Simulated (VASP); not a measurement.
Output of a VASP run:

### OSZICAR
```
       N       E                     dE             d eps       ncg     rms          rms(c)
DAV:   1     0.296237119446E+03    0.29624E+03   -0.23355E+04  7834   0.284E+03
DAV:   2    -0.124925553941E+02   -0.30873E+03   -0.30413E+03  8114   0.525E+02
DAV:   3    -0.495299154788E+02   -0.37037E+02   -0.36829E+02  8716   0.146E+02
DAV:   4    -0.505531979608E+02   -0.10233E+01   -0.10229E+01  8807   0.287E+01
DAV:   5    -0.505758037122E+02   -0.22606E-01   -0.22716E-01  9337   0.422E+00    0.262E+00
DAV:   6    -0.463851302157E+02    0.41907E+01   -0.13920E+00  9367   0.167E+01    0.143E+00
DAV:   7    -0.446026535552E+02    0.17825E+01   -0.61371E-01  8618   0.673E+00    0.751E-01
DAV:   8    -0.457400173378E+02   -0.11374E+01   -0.48240E-01  7796   0.469E+00    0.299E-01
DAV:   9    -0.457416916958E+02   -0.16744E-02   -0.72463E-02  8302   0.175E+00    0.121E-01
DAV:  10    -0.457521295082E+02   -0.10438E-01   -0.21188E-02  8737   0.139E+00    0.716E-02
DAV:  11    -0.457507079356E+02    0.14216E-02   -0.14972E-02  8121   0.824E-01    0.779E-02
DAV:  12    -0.457557669096E+02   -0.50590E-02   -0.29106E-03  8009   0.404E-01    0.447E-02
DAV:  13    -0.457575355186E+02   -0.17686E-02   -0.11210E-03  8513   0.201E-01    0.187E-02
DAV:  14    -0.457578801339E+02   -0.34462E-03   -0.25274E-04  8569   0.152E-01    0.661E-03
DAV:  15    -0.457579038014E+02   -0.23668E-04   -0.57421E-05  8511   0.566E-02    0.392E-03
DAV:  16    -0.457578969302E+02    0.68712E-05   -0.18818E-05  8557   0.319E-02    0.216E-03
DAV:  17    -0.457578948096E+02    0.21207E-05   -0.16183E-06  8422   0.132E-02    0.119E-03
DAV:  18    -0.457579024339E+02   -0.76244E-05   -0.94480E-07  6233   0.693E-03    0.698E-04
DAV:  19    -0.457579043364E+02   -0.19025E-05   -0.44472E-07  6135   0.574E-03    0.128E-04
DAV:  20    -0.457579043397E+02   -0.32796E-08   -0.19426E-08  4610   0.157E-03
   1 F= -.45757904E+02 E0= -.45757904E+02  d E =0.000000E+00
       N       E                     dE             ncg
```

OUTCAR:
```
------------------------ aborting loop because EDIFF is reached ----------------------------------------
  FORCE on cell =-STRESS in cart. coord.  units (eV):
  Direction    XX          YY          ZZ          XY          YZ          ZX
  --------------------------------------------------------------------------------------
  Total       -0.0964935      0.1571426      0.0093074      0.0000000      0.0000000      0.0000000
  in kB       -2.0297585      3.3055237      0.1957828      0.0000000      0.0000000      0.0000000
  external PRESSURE =       0.4905160 kB  Pullay stress =       0.0000000 kB
  volume of cell :       76.17
      direct lattice vectors                 reciprocal lattice vectors
     2.206281055 -3.793814501  0.000000000     0.226625705 -0.131793476  0.000000000
     2.206281055  3.793814501  0.000000000     0.226625705  0.131793476  0.000000000
     0.000000000  0.000000000  4.549851254     0.000000000  0.000000000  0.219787405
 POSITION                                       TOTAL-FORCE (eV/Angst)
 -----------------------------------------------------------------------------------
      2.20628      2.61296      4.16674         0.000000      0.018228     -0.003386
      2.20628      1.18085      1.89182         0.000000     -0.018228     -0.003386
      2.20628     -1.18085      2.65803         0.000000      0.018228      0.003386
      2.20628     -2.61296      0.38311         0.000000     -0.018228      0.003386
 -----------------------------------------------------------------------------------
    total drift:                                0.000000     -0.000000      0.000000
  FREE ENERGIE OF THE ION-ELECTRON SYSTEM (eV)
  ---------------------------------------------------
  free  energy   TOTEN  =       -45.7579043397 eV

  energy  without entropy=      -45.7579043397  energy(sigma->0) =      -45.75790434

 total charge

# of ion       s       p       d       tot
------------------------------------------
    1        0.916   0.752   9.960  11.628
    2        0.916   0.752   9.960  11.628
    3        0.916   0.752   9.960  11.628
    4        0.916   0.752   9.960  11.628
--------------------------------------------------
tot          3.663   3.007  39.842  46.512

 Electric field gradients after diagonalization (V/A^2)
 (convention: |V_zz| > |V_xx| > |V_yy|)
----------------------------------------------------------------------
 ion       V_xx      V_yy      V_zz     asymmetry (V_yy - V_xx)/ V_zz
----------------------------------------------------------------------
   1      22.856    20.166   -43.022       0.063
   2      22.856    20.166   -43.022       0.063
   3      22.856    20.166   -43.022       0.063
   4      22.856    20.166   -43.022       0.063
```
(Selected blocks of OUTCAR.)

File POSCAR:
```
Ga
1
    2.2062810552    -3.7938145008     0.0000000000
    2.2062810552     3.7938145008    -0.0000000000
    0.0000000000    -0.0000000000     4.5498512538
Ga
4
Direct
  0.1556289092   0.8443710908   0.9157979666
  0.3443710908   0.6556289092   0.4157979666
  0.6556289092   0.3443710908   0.5842020334
  0.8443710908   0.1556289092   0.0842020334
```

Write an INCAR and KPOINTS that could have produced this output.

One answer among several that fit: the input of the run itself, r2SCAN meta-GGA, plane waves, VASP's PBE PAW potentials (set 64).

### INCAR
```
! general
SYSTEM   =  Ga
PREC     =  Accurate
ENCUT    =  400   ! plane-wave cut-off (eV)
LREAL    =  .False.   ! projection in real space or not
LASPH    =  .True.

! electronic loop
EDIFF    =  1E-7   ! SCF stop (eV)
NELM     =  100   ! most electronic steps
ALGO     =  Normal   ! blocked Davidson
LMAXMIX  =  4   ! l cut-off of mixed one-centre charges
LMIXTAU  =  .True.

! smearing
ISMEAR   =  -5

! functional
METAGGA  =  R2SCAN

! ions
ISIF     =  2   ! forces and stress, cell fixed

! output
LWAVE    =  .False.
LCHARG   =  .False.
LORBIT   =  11   ! lm-projected
NEDOS    =  601   ! DOS grid

! other
LEFG     =  .True.
```

### KPOINTS
```
Automatic mesh
0
Gamma
9 9 8
0 0 0
```

File KPOINTS_OPT:
```
k-points along high-symmetry lines
5
Line-mode
Reciprocal
  0.000000   0.000000   0.000000 ! GAMMA
 -0.500000   0.500000   0.000000 ! Y

 -0.500000   0.500000   0.000000 ! Y
 -0.337048   0.662952   0.000000 ! C_0

  0.337048   0.337048   0.000000 ! SIGMA_0
  0.000000   0.000000   0.000000 ! GAMMA

  0.000000   0.000000   0.000000 ! GAMMA
  0.000000   0.000000   0.500000 ! Z

  0.000000   0.000000   0.500000 ! Z
  0.337048   0.337048   0.500000 ! A_0

 -0.337048   0.662952   0.500000 ! E_0
 -0.500000   0.500000   0.500000 ! T

 -0.500000   0.500000   0.500000 ! T
 -0.500000   0.500000   0.000000 ! Y

  0.000000   0.000000   0.000000 ! GAMMA
 -0.000000   0.500000   0.000000 ! S

 -0.000000   0.500000   0.000000 ! S
 -0.000000   0.500000   0.500000 ! R

 -0.000000   0.500000   0.500000 ! R
  0.000000   0.000000   0.500000 ! Z

  0.000000   0.000000   0.500000 ! Z
 -0.500000   0.500000   0.500000 ! T
```

POTCAR, in this order: Ga_d (PBE.64 set). Program: vasp_std.

For a metal the tetrahedron method with Blöchl corrections gives inexact stress and forces.

The compound is Ga in the alpha structure. It was relaxed first.
